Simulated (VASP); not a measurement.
# Ca2W (P4/mmm) in VASP: single point with PBE

Aim: the single point of Ca2W with PBE.

Program: VASP 6.6.1. These are calculated values, not measurements. Logs are shortened: lines on timing, memory, paths and dates and some standing lists are left out, and cuts for length are marked.

### 1 The cell of the first run

It takes space group P4/mmm (No. 123, tetragonal). The conventional cell has a = 4.091 Å, b = 4.091 Å, c = 5.792 Å, α = 90.00°, β = 90.00°, γ = 90.00°. Ca (site symmetry 4/mmm) is surrounded by 4 W at 2.89 Å. Around Ca (site symmetry 4/mmm) lie 2 W at 2.90 Å. Around W (site symmetry 4/mmm) lie 6 Ca at 2.89 to 2.90 Å.

The cell was built by a generator and needn't be a form met in nature.

### 2 Single point, PBE (random cell by space group and Wyckoff sites (P4/mmm, No. 123))

INCAR reads:

```
ALGO = Fast
EDIFF = 1E-6
ENCUT = 520
GGA = PE
ISIF = 2
ISMEAR = 0
LASPH = T
LCHARG = F
LREAL = F
LWAVE = F
NBANDS = 24
NELM = 100
PREC = Accurate
SIGMA = 0.1
```

KPOINTS reads:

```
k-points
0
Gamma
  12 12 8
```

POSCAR reads:

```
Ca2W
1.0
    4.0907621544      0.0000000000      0.0000000000
    0.0000000000      4.0907621544      0.0000000000
    0.0000000000      0.0000000000      5.7923367744
Ca W
2 1
Direct
    0.0000000000      0.0000000000      0.5000000000
    0.5000000000      0.5000000000      0.0000000000
    0.5000000000      0.5000000000      0.5000000000
```

Potentials or basis: VASP PAW PBE potentials, release 64 (Ca_sv, W_sv).

Started as:

```console
> cat potpaw_PBE.64/Ca_sv/POTCAR potpaw_PBE.64/W_sv/POTCAR > POTCAR
> mpirun -np 1 vasp_std > vasp.out
```

OUTCAR:

```text
EDIFF = 1E-6
   ENCUT = 520
   GGA = PE
   ISIF = 2
   ISMEAR = 0
   LASPH = T
   LREAL = F
   NELM = 100
   PREC = Accurate

 ion  position               nearest neighbor table
   1  0.000  0.000  0.500-   3 2.89   3 2.89   3 2.89   3 2.89
   2  0.500  0.500  0.000-   3 2.90   3 2.90
   3  0.500  0.500  0.500-   1 2.89   1 2.89   1 2.89   1 2.89   2 2.90   2 2.90

  LATTYP: Found a simple tetragonal cell.
 ALAT       =     4.0907621544
 C/A-ratio  =     1.4159554029

  Lattice vectors:

 A1 = (   4.0907621544,   0.0000000000,   0.0000000000)
 A2 = (   0.0000000000,   4.0907621544,   0.0000000000)
 A3 = (   0.0000000000,   0.0000000000,   5.7923367744)

Analysis of symmetry for initial positions (statically):
=====================================================================
 Subroutine PRICEL returns:
 Original cell was already a primitive cell.

 Routine SETGRP: Setting up the symmetry group for a
 simple tetragonal supercell.

 Subroutine GETGRP returns: Found 16 space group operations
 (whereof 16 operations were pure point group operations)
 out of a pool of 16 trial point group operations.

The static configuration has the point symmetry D_4h.

Analysis of symmetry for dynamics (positions and initial velocities):
=====================================================================
 Subroutine PRICEL returns:
 Original cell was already a primitive cell.

 Routine SETGRP: Setting up the symmetry group for a
 simple tetragonal supercell.

 Subroutine GETGRP returns: Found 16 space group operations
 (whereof 16 operations were pure point group operations)
 out of a pool of 16 trial point group operations.

The dynamic configuration has the point symmetry D_4h.

 Subroutine INISYM returns: Found 16 space group operations
 (whereof 16 operations are pure point group operations),
 and found     1 'primitive' translations

----------------------------------------------------------------------------------------

                                     Primitive cell

  volume of cell :      96.9309

  direct lattice vectors                    reciprocal lattice vectors
     4.090762154  0.000000000  0.000000000     0.244453225  0.000000000  0.000000000
[... 77 lines left out ...]
   NGXF,Y,Z  is equivalent  to a cutoff of  24.38, 24.38, 27.55 a.u.
 SYSTEM =  unknown system
   PREC   = accura    normal or accurate (medium, high low for compatibility)
   ISTART =      0    job   : 0-new  1-cont  2-samecut
   ICHARG =      2    charge: 1-file 2-atom 10-const
   ISPIN  =      1    spin polarized calculation?
   LNONCOLLINEAR =      F non collinear calculations
   LSORBIT =      F    spin-orbit coupling
   LASPH  =      T    aspherical Exc in radial PAW
   ENCUT  =  520.0 eV  38.22 Ry    6.18 a.u.   7.61  7.61 10.77*2*pi/ulx,y,z
   NELM   =    100;   NELMIN=  2; NELMDL= -5     # of ELM steps
   EDIFF  = 0.1E-05   stopping-criterion for ELM
   LREAL  =      F    real-space projection
[... 7 lines left out ...]
   TEBEG  =    0.0;   TEEND  =   0.0 temperature during run
   PSTRESS=    0.0 pullay stress
   NELECT =      34.0000    total number of electrons
   NUPDOWN=      -1.0000    fix difference up-down
   EMIN   =  10.00;   EMAX   =-10.00  energy-range for DOS
   EFERMI =   0.00;   METHOD = LEGACY
   ISMEAR =     0;   SIGMA  =   0.10  broadening in eV -4-tet -1-fermi 0-gaus
   EFERMI_NEDOS =   21; number of points for ismear=-14 and -15
   IALGO  =     68    algorithm
   IMIX   =      4    mixing-type and parameters
     AMIX     =   0.40;   BMIX     =  1.00
     AMIX_MAG =   1.60;   BMIX_MAG =  1.00
  volume/ion in A,a.u.               =      32.31       218.04
  Fermi-wavevector in a.u.,A,eV,Ry     =   1.154553  2.181788 18.136453  1.332992
  Thomas-Fermi vector in A             =   2.291188
   LORBIT       =      0    0 simple, 1 ext, 2 COOP (PROOUT), +10 PAW based schemes
   GGA     = PE    functional components
   LHFCALC =     F    Hartree Fock is set to
   AEXX    =    0.0000 exact exchange contribution
   IVDW    =     0    specifies the selected vdW correction
   LEPSILON=     F    determine dielectric tensor
   LRPA    =     F    only Hartree local field effects (RPA)
 non-spin polarized calculation
 RMM-DIIS sequential band-by-band and
 Gauss-broadening in eV      SIGMA  =   0.10
  energy-cutoff  :      520.00
  volume of cell :       96.93
 maximum number of plane-waves:      2632
   NGX = 15   NGY = 15   NGZ = 21

 number of electron      34.0000009 magnetization

 Free energy of the ion-electron system (eV)
  ---------------------------------------------------
  ext. energy  EPLUGINS =         0.00000000
  ---------------------------------------------------
  free energy    TOTEN  =       -12.01292429 eV

  energy without entropy =      -11.98836115  energy(sigma->0) =      -12.00064272

 E-fermi :   2.8347     XC(G=0):  -8.7629

 val. band max:        2.8330558474   @ k =   0.3333   0.3333   0.0000
 cond. band min:       2.8349373271   @ k =   0.0833   0.0000   0.2500
 fundamental gap:      0.0018814797
 Fermi energy:         2.8346943754

 k-point     1 :       0.0000    0.0000    0.0000
  band No.  band energies     occupation
      1     -70.5186      2.00000
      2     -38.2000      2.00000
      3     -36.9597      2.00000
      4     -34.8048      2.00000
      5     -34.8048      2.00000
      6     -34.6570      2.00000
[... 637 lines left out ...]
     23       6.7443      0.00000
     24       7.1001      0.00000

 [... further k-points ...]

------------------------ aborting loop because EDIFF is reached ----------------------------------------

  FORCE on cell =-STRESS in cart. coord.  units (eV):
  Direction    XX          YY          ZZ          XY          YZ          ZX
  --------------------------------------------------------------------------------------
  -------------------------------------------------------------------------------------
  Total        0.0459156      0.0459156      0.0283052      0.0000000     -0.0000000      0.0000000
  in kB        0.7589419      0.7589419      0.4678584      0.0000000     -0.0000000      0.0000000
  external PRESSURE =       0.6619141 kB  Pullay stress =       0.0000000 kB

 VOLUME and BASIS-vectors are now :
 -----------------------------------------------------------------------------
  energy-cutoff  :      520.00
  volume of cell :       96.93
      direct lattice vectors                 reciprocal lattice vectors
     4.090762154  0.000000000  0.000000000     0.244453225  0.000000000  0.000000000
     0.000000000  4.090762154  0.000000000     0.000000000  0.244453225  0.000000000
     0.000000000  0.000000000  5.792336774     0.000000000  0.000000000  0.172641895

 POSITION                                       TOTAL-FORCE (eV/Angst)
 -----------------------------------------------------------------------------------
      0.00000      0.00000      2.89617         0.000000      0.000000      0.000000
      2.04538      2.04538      0.00000         0.000000      0.000000      0.000000
      2.04538      2.04538      2.89617         0.000000      0.000000      0.000000
 -----------------------------------------------------------------------------------
    total drift:                                0.000000      0.000000      0.000000

  FREE ENERGIE OF THE ION-ELECTRON SYSTEM (eV)
  ---------------------------------------------------
  free  energy   TOTEN  =       -12.0129242890 eV

  energy  without entropy=      -11.9883611471  energy(sigma->0) =      -12.00064272
```

OSZICAR:

```text
N       E                     dE             d eps       ncg     rms          rms(c)
DAV:   1     0.349247465722E+03    0.34925E+03   -0.18871E+04  7040   0.137E+03
DAV:   2     0.573764405189E+01   -0.34351E+03   -0.33640E+03  7296   0.422E+02
DAV:   3    -0.119238963369E+02   -0.17662E+02   -0.16801E+02 12656   0.771E+01
DAV:   4    -0.129450733242E+02   -0.10212E+01   -0.10131E+01  9784   0.144E+01
DAV:   5    -0.129931193949E+02   -0.48046E-01   -0.48040E-01 10208   0.274E+00    0.891E+00
RMM:   6    -0.122161958218E+02    0.77692E+00   -0.22530E+00  8460   0.709E+00    0.330E+00
RMM:   7    -0.120362948035E+02    0.17990E+00   -0.47200E-01  9366   0.306E+00    0.175E+00
RMM:   8    -0.120101302467E+02    0.26165E-01   -0.19453E-01  9301   0.246E+00    0.604E-01
RMM:   9    -0.120125128348E+02   -0.23826E-02   -0.49002E-02  9945   0.108E+00    0.328E-01
RMM:  10    -0.120124686761E+02    0.44159E-04   -0.12279E-02  9854   0.633E-01    0.684E-02
RMM:  11    -0.120127605416E+02   -0.29187E-03   -0.38481E-03 10399   0.297E-01    0.617E-02
RMM:  12    -0.120128733937E+02   -0.11285E-03   -0.12160E-03 11167   0.138E-01    0.218E-02
RMM:  13    -0.120129056354E+02   -0.32242E-04   -0.38141E-04 10965   0.718E-02    0.210E-02
RMM:  14    -0.120129175370E+02   -0.11902E-04   -0.12618E-04 10561   0.414E-02    0.989E-03
RMM:  15    -0.120129218018E+02   -0.42648E-05   -0.45675E-05  9973   0.229E-02    0.468E-03
RMM:  16    -0.120129237113E+02   -0.19095E-05   -0.18153E-05  8449   0.139E-02    0.493E-03
RMM:  17    -0.120129242890E+02   -0.57766E-06   -0.57090E-06  7488   0.959E-03
   1 F= -.12012924E+02 E0= -.12000643E+02  d E =-.245631E-01
```

stdout:

```text
POSCAR found type information on POSCAR CaW
 POSCAR found :  2 types and       3 ions
 scaLAPACK will be used
 LDA part: xc-table for (Slater+PW92), standard interpolation
 POSCAR, INCAR and KPOINTS ok, starting setup
 FFT: planning ... GRIDC
 FFT: planning ... GRID_SOFT
 FFT: planning ... GRID
 WAVECAR not read
 entering main loop
WARNING in EDDRMM: call to ZHEGV failed, returncode =   8  4     21
WARNING in EDDRMM: call to ZHEGV failed, returncode =   8  4     18
WARNING in EDDRMM: call to ZHEGV failed, returncode =   8  4     18
WARNING in EDDRMM: call to ZHEGV failed, returncode =   8  4     21
WARNING in EDDRMM: call to ZHEGV failed, returncode =   8  4     22
```

Run time: 3 min. Hardware: 1 thread of Intel Xeon Platinum 8559C (Emerald Rapids), shared host; peak memory 0.42 GiB.

Results:

| Property | Result |
| --- | --- |
| Free energy | -12.0129 eV |
| Pressure | 0.1 GPa |
| Band gap on the k mesh | none (metal or under the smearing width) |

Levels at points of the mesh, in eV from the Fermi level:
| k point | band 13 | band 14 | band 15 | band 16 | band 17 | band 18 | band 19 | band 20 | band 21 | band 22 |
| --- | --- | --- | --- | --- | --- | --- | --- | --- | --- | --- |
| (0.00, 0.00, 0.00) | -4.58 | -1.79 | -1.25 | -0.67 | -0.18 | -0.18 | 0.05 | 0.88 | 2.39 | 4.35 |
| (0.50, 0.00, 0.00) | -2.81 | -1.15 | -1.09 | -0.61 | 0.17 | 0.38 | 1.20 | 1.40 | 1.80 | 2.05 |
| (0.50, 0.50, 0.00) | -1.93 | -1.29 | -1.29 | -1.05 | -0.24 | 0.88 | 0.88 | 0.97 | 1.36 | 4.43 |
| (0.00, 0.00, 0.50) | -3.94 | -2.11 | -1.72 | -0.66 | -0.11 | 0.17 | 0.17 | 2.08 | 2.35 | 3.20 |
| (0.50, 0.00, 0.50) | -2.01 | -1.14 | -0.78 | -0.56 | 0.18 | 0.42 | 0.55 | 1.24 | 2.28 | 2.64 |
| (0.50, 0.50, 0.50) | -1.09 | -1.09 | -1.06 | -0.86 | 0.35 | 0.77 | 0.77 | 1.01 | 1.37 | 2.05 |

The run has no spin-orbit coupling, so splittings on W are missing.
